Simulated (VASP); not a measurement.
Here is a VASP 6.6.1 calculation.

INCAR

```
SYSTEM = BeCd2S3
ALGO = Fast ; EDIFF = 1E-4
EDIFFG = -0.08 ; ENCUT = 520
GGA = PE ; IBRION = 2
ISIF = 3 ; ISMEAR = 0
LASPH = .TRUE. ; LCHARG = .FALSE.
LREAL = .FALSE. ; LWAVE = .FALSE.
NELM = 60 ; NSW = 24
PREC = Normal ; SIGMA = 0.15
```

KPOINTS

```
k-points
0
G
  4 4 2
  0 0 0
```

The input POSCAR:

```
BeCd2S3
1.0
    2.9282137200     -2.9290773500      0.0000000000
    2.9282137200      2.9290773500      0.0000000000
    0.0000000000      0.0000000000      7.1791106400
Be Cd S
1 2 3
Direct
    0.5000000000      0.5000000000      0.5000000000
    0.0000000000      0.5000000000      0.5000000000
    0.5000000000      0.0000000000      0.5000000000
    0.5000000000      0.5000000000      0.8486840600
    0.5000000000      0.5000000000      0.1513159400
    0.0000000000      0.0000000000      0.5000000000
```

Potentials or basis: VASP PAW PBE potentials, release 64 (Be, Cd, S).

Command:

```sh
$ cat potpaw_PBE.64/Be/POTCAR potpaw_PBE.64/Cd/POTCAR potpaw_PBE.64/S/POTCAR > POTCAR
$ mpirun -np 1 vasp_std > vasp.out
```

**Question.** What does it give for the band gap on the k mesh?

**Answer.** 0.24 eV, indirect (least direct gap 0.56 eV).

**Question.** What does it give for the relaxed volume?

**Answer.** 38.88 Å³/atom.

Final structure:
```xyz
6
Lattice="3.6494 -3.6491 0.0000 3.6494 3.6491 0.0000 0.0000 0.0000 8.7581" Properties=species:S:1:pos:R:3 pbc="T T T"
Be    3.6494    0.0000    4.3790
Cd    1.8247    1.8246    4.3790
Cd    1.8247   -1.8246    4.3790
S     3.6494    0.0000    6.2141
S     3.6494    0.0000    2.5440
S     0.0000    0.0000    4.3790
```

Caveat: the k mesh is coarse (spacing up to 0.44 Å⁻¹), so the values aren't converged; the volume moved by over 15 % at a fixed basis, so the end points are rough. A k mesh can miss the band edges.
